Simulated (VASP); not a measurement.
Output of a VASP run:

### OSZICAR
```
...
DAV:   1    -0.250063537125E+03   -0.17019E-02   -0.22483E-01   364   0.856E-01    0.162E-01
RMM:   2    -0.250064635055E+03   -0.10979E-02   -0.14696E-02   324   0.211E-01    0.497E-02
RMM:   3    -0.250064810593E+03   -0.17554E-03   -0.22771E-03   331   0.850E-02    0.314E-02
RMM:   4    -0.250064822275E+03   -0.11682E-04   -0.37859E-04   325   0.345E-02    0.141E-02
RMM:   5    -0.250064830725E+03   -0.84501E-05   -0.87409E-05   278   0.161E-02
   5 F= -.25006483E+03 E0= -.25006483E+03  d E =-.219435E-01
       N       E                     dE             d eps       ncg     rms          rms(c)
DAV:   1    -0.250070088818E+03   -0.52665E-02   -0.14829E-01   324   0.688E-01    0.119E-01
RMM:   2    -0.250070686210E+03   -0.59739E-03   -0.77087E-03   324   0.155E-01    0.420E-02
RMM:   3    -0.250070792167E+03   -0.10596E-03   -0.11835E-03   336   0.627E-02    0.261E-02
RMM:   4    -0.250070792633E+03   -0.46665E-06   -0.18065E-04   323   0.248E-02    0.954E-03
RMM:   5    -0.250070797541E+03   -0.49081E-05   -0.43752E-05   240   0.116E-02
   6 F= -.25007080E+03 E0= -.25007080E+03  d E =-.596682E-02
       N       E                     dE             d eps       ncg     rms          rms(c)
DAV:   1    -0.250072696156E+03   -0.19035E-02   -0.47984E-01   332   0.124E+00    0.214E-01
RMM:   2    -0.250074654604E+03   -0.19584E-02   -0.25135E-02   324   0.280E-01    0.761E-02
RMM:   3    -0.250074995576E+03   -0.34097E-03   -0.38275E-03   335   0.113E-01    0.475E-02
RMM:   4    -0.250074996142E+03   -0.56625E-06   -0.59746E-04   325   0.450E-02    0.173E-02
RMM:   5    -0.250075011907E+03   -0.15765E-04   -0.14437E-04   312   0.211E-02    0.914E-03
RMM:   6    -0.250075013793E+03   -0.18858E-05   -0.31613E-05   220   0.932E-03
   7 F= -.25007501E+03 E0= -.25007501E+03  d E =-.101831E-01
       N       E                     dE             d eps       ncg     rms          rms(c)
DAV:   1    -0.250077817375E+03   -0.28055E-02   -0.15156E-01   344   0.731E-01    0.129E-01
RMM:   2    -0.250078429705E+03   -0.61233E-03   -0.75874E-03   324   0.163E-01    0.447E-02
RMM:   3    -0.250078537010E+03   -0.10730E-03   -0.12151E-03   338   0.656E-02    0.269E-02
RMM:   4    -0.250078543729E+03   -0.67189E-05   -0.17970E-04   324   0.257E-02    0.105E-02
RMM:   5    -0.250078547520E+03   -0.37910E-05   -0.37530E-05   232   0.118E-02
   8 F= -.25007855E+03 E0= -.25007855E+03  d E =-.353373E-02
       N       E                     dE             d eps       ncg     rms          rms(c)
DAV:   1    -0.250078768053E+03   -0.22432E-03   -0.23586E-02   344   0.288E-01    0.512E-02
RMM:   2    -0.250078867968E+03   -0.99915E-04   -0.12231E-03   324   0.654E-02    0.178E-02
RMM:   3    -0.250078885902E+03   -0.17934E-04   -0.19994E-04   332   0.266E-02    0.109E-02
RMM:   4    -0.250078887085E+03   -0.11830E-05   -0.29728E-05   221   0.105E-02
   9 F= -.25007889E+03 E0= -.25007889E+03  d E =-.387329E-02
       N       E                     dE             d eps       ncg     rms          rms(c)
DAV:   1    -0.250079640797E+03   -0.75489E-03   -0.59894E-02   340   0.453E-01    0.802E-02
RMM:   2    -0.250079953696E+03   -0.31290E-03   -0.37729E-03   324   0.111E-01    0.265E-02
RMM:   3    -0.250080014798E+03   -0.61102E-04   -0.61456E-04   335   0.451E-02    0.176E-02
RMM:   4    -0.250080016017E+03   -0.12194E-05   -0.83558E-05   296   0.176E-02
  10 F= -.25008002E+03 E0= -.25008002E+03  d E =-.112893E-02
```

OUTCAR:
```
------------------------ aborting loop because EDIFF is reached ----------------------------------------
  FORCE on cell =-STRESS in cart. coord.  units (eV):
  Direction    XX          YY          ZZ          XY          YZ          ZX
  --------------------------------------------------------------------------------------
  Total       41.1325483     41.1072063     41.1233737      0.0092221     -0.0217996     -0.0216573
  in kB       43.0812992     43.0547566     43.0716900      0.0096590     -0.0228324     -0.0226834
  external PRESSURE =      43.0692486 kB  Pullay stress =       0.0000000 kB
  volume of cell :     1529.70
      direct lattice vectors                 reciprocal lattice vectors
    11.522210421  0.000000000  0.000000000     0.086788903  0.000000000  0.000000000
     0.000000000 11.522210421  0.000000000     0.000000000  0.086788903  0.000000000
     0.000000000  0.000000000 11.522210421     0.000000000  0.000000000  0.086788903
  FREE ENERGIE OF THE ION-ELECTRON SYSTEM (eV)
  ---------------------------------------------------
  free  energy   TOTEN  =      -250.0800160173 eV

  energy  without entropy=     -250.0800160173  energy(sigma->0) =     -250.08001602

 reached required accuracy - stopping structural energy minimisation
```
(Selected blocks of OUTCAR.)

**POSCAR**
```
Ga31MgAs32
1
   11.5222104212    -0.0000000000    -0.0000000000
   -0.0000000000    11.5222104212     0.0000000000
    0.0000000000     0.0000000000    11.5222104212
Ga As Mg
31 32 1
Direct
  0.5000000000   0.0000000000   0.0000000000
  0.7500000000   0.2500000000   0.0000000000
  0.7500000000   0.0000000000   0.2500000000
  0.0000000000   0.0000000000   0.0000000000
  0.2500000000   0.2500000000   0.0000000000
  0.5000000000   0.5000000000   0.0000000000
  0.7500000000   0.7500000000   0.0000000000
  0.2500000000   0.0000000000   0.2500000000
  0.5000000000   0.2500000000   0.2500000000
  0.7500000000   0.5000000000   0.2500000000
  0.5000000000   0.0000000000   0.5000000000
  0.7500000000   0.2500000000   0.5000000000
  0.7500000000   0.0000000000   0.7500000000
  0.0000000000   0.5000000000   0.0000000000
  0.2500000000   0.7500000000   0.0000000000
  0.0000000000   0.2500000000   0.2500000000
  0.2500000000   0.5000000000   0.2500000000
  0.5000000000   0.7500000000   0.2500000000
  0.0000000000   0.0000000000   0.5000000000
  0.2500000000   0.2500000000   0.5000000000
  0.7500000000   0.7500000000   0.5000000000
  0.2500000000   0.0000000000   0.7500000000
  0.5000000000   0.2500000000   0.7500000000
  0.7500000000   0.5000000000   0.7500000000
  0.0000000000   0.7500000000   0.2500000000
  0.0000000000   0.5000000000   0.5000000000
  0.2500000000   0.7500000000   0.5000000000
  0.0000000000   0.2500000000   0.7500000000
  0.2500000000   0.5000000000   0.7500000000
  0.5000000000   0.7500000000   0.7500000000
  0.0000000000   0.7500000000   0.7500000000
  0.6250000000   0.1250000000   0.1250000000
  0.8750000000   0.3750000000   0.1250000000
  0.8750000000   0.1250000000   0.3750000000
  0.1250000000   0.1250000000   0.1250000000
  0.3750000000   0.3750000000   0.1250000000
  0.6250000000   0.6250000000   0.1250000000
  0.8750000000   0.8750000000   0.1250000000
  0.3750000000   0.1250000000   0.3750000000
  0.6254130000   0.3791350000   0.3785160000
  0.8750000000   0.6250000000   0.3750000000
  0.6250000000   0.1250000000   0.6250000000
  0.8750000000   0.3750000000   0.6250000000
  0.8750000000   0.1250000000   0.8750000000
  0.1250000000   0.6250000000   0.1250000000
  0.3750000000   0.8750000000   0.1250000000
  0.1250000000   0.3750000000   0.3750000000
  0.3759360000   0.6266890000   0.3753570000
  0.6250000000   0.8750000000   0.3750000000
  0.1250000000   0.1250000000   0.6250000000
  0.3760740000   0.3791450000   0.6264650000
  0.6228940000   0.6213760000   0.6265390000
  0.8750000000   0.8750000000   0.6250000000
  0.3750000000   0.1250000000   0.8750000000
  0.6250000000   0.3750000000   0.8750000000
  0.8750000000   0.6250000000   0.8750000000
  0.1250000000   0.8750000000   0.3750000000
  0.1250000000   0.6250000000   0.6250000000
  0.3750000000   0.8750000000   0.6250000000
  0.1250000000   0.3750000000   0.8750000000
  0.3750000000   0.6250000000   0.8750000000
  0.6250000000   0.8750000000   0.8750000000
  0.1250000000   0.8750000000   0.8750000000
  0.4995300000   0.4975620000   0.5034130000
```

Q: Reconstruct the remaining input files.

A: One answer among several that fit: the input of the run itself, PBE GGA, plane waves, VASP's PBE PAW potentials (set 64).

**KPOINTS**
```
Automatic mesh
0
Gamma
1 1 1
0 0 0
```

### INCAR
```
SYSTEM  =  Ga31MgAs32
PREC  =  Normal; ENCUT  =  400; LREAL  =  Auto
LASPH  =  .TRUE.; ISYM  =  0; NELECT  =  258.0
EDIFF  =  1E-5; NELM  =  100; NELMIN  =  4
ALGO  =  Fast; LMAXMIX  =  4
ISMEAR  =  0; SIGMA  =  0.05
GGA  =  PE
IBRION  =  2; NSW  =  60; ISIF  =  2
EDIFFG  =  -0.03
LWAVE  =  .FALSE.; LCHARG  =  .FALSE.
```

POTCAR, in this order: Ga As Mg (PBE.64 set). Program: vasp_gam.

The cell is charged, with a uniform compensating background. The supercell is sampled at Γ alone, which is coarse: total energies, pressure and levels can be off, energies of defects by several tenths of an eV.

The cell is a supercell with a defect, built from GaAs (zinc blende): Mg_Ga, charge -3. The run is not spin-polarised, so no state with unpaired spins was tried.
